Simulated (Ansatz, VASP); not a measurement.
## AlSi5 in VASP and in Ansatz

INCAR

```
PREC = Accurate
ENCUT = 520
EDIFF = 1E-6
ISMEAR = 0
SIGMA = 0.1
LREAL = F
LASPH = T
NELM = 100
ALGO = Normal
ISIF = 2
LWAVE = F
LCHARG = T
GGA = PE
LELF = T
LVHAR = T
NBANDS = 20
```

The input KPOINTS:

```
Automatic mesh
0
Gamma
  6 6 4
```

The input POSCAR:

```
AlSi5
1.0
    5.2664893000      0.0000000000      0.0000000000
   -2.6332446500      4.5609135200      0.0000000000
    0.0000000000      0.0000000000      4.4265587200
Al Si
1 5
Direct
    0.0000000000      0.0000000000      0.5000000000
    0.3333333300      0.6666666700      0.5000000000
    0.6666666700      0.3333333300      0.5000000000
    0.5000000000      0.0000000000      0.0000000000
    0.0000000000      0.5000000000      0.0000000000
    0.5000000000      0.5000000000      0.0000000000
```

Input for Ansatz:

```yaml
crystal:
  lattice:
    - [5.2664893, 0.0, 0.0]
    - [-2.63324465, 4.56091352, 0.0]
    - [0.0, 0.0, 4.42655872]
  atoms:
    - { symbol: Al, position: [0.0, 0.0, 0.5] }
    - { symbol: Si, position: [0.33333333, 0.66666667, 0.5] }
    - { symbol: Si, position: [0.66666667, 0.33333333, 0.5] }
    - { symbol: Si, position: [0.5, 0.0, 0.0] }
    - { symbol: Si, position: [0.0, 0.5, 0.0] }
    - { symbol: Si, position: [0.5, 0.5, 0.0] }
basis:
  ecutwfc: 420
kpoints:
  mp_grid: { grid: [6, 6, 4] }
hamiltonian:
  xc: pbe
scf:
  occupations: { method: gaussian, width: 0.1 }
  lower_state_search: "off"
output:
  forces: true
  stress: true
  eigenvalues: true
```

Alike in both runs: task single point; functional PBE; k mesh 6 × 6 × 4; occupations gaussian, width 0.1 eV; no spin polarisation.

|  | VASP | Ansatz |
| --- | --- | --- |
| version | VASP 6.6.1 | Ansatz 0.2.0 |
| potentials or method | VASP PAW PBE potentials, release 64 (Al, Si) | scalar-relativistic, plane waves, PAW |
| plane-wave cutoff (eV) | 520 | 420 |
| valence electrons in the cell | 23 | 23 |

```csv
,VASP,Ansatz,Ansatz less VASP
gap on the k mesh at the Fermi level (eV),none,none,-
pressure (GPa),-5.2,-5.1,+0.02
largest component of the traceless stress (GPa),4.09,4.09,-0.007
```

A gap of «none» marks a metal or a gap that the smearing closes.
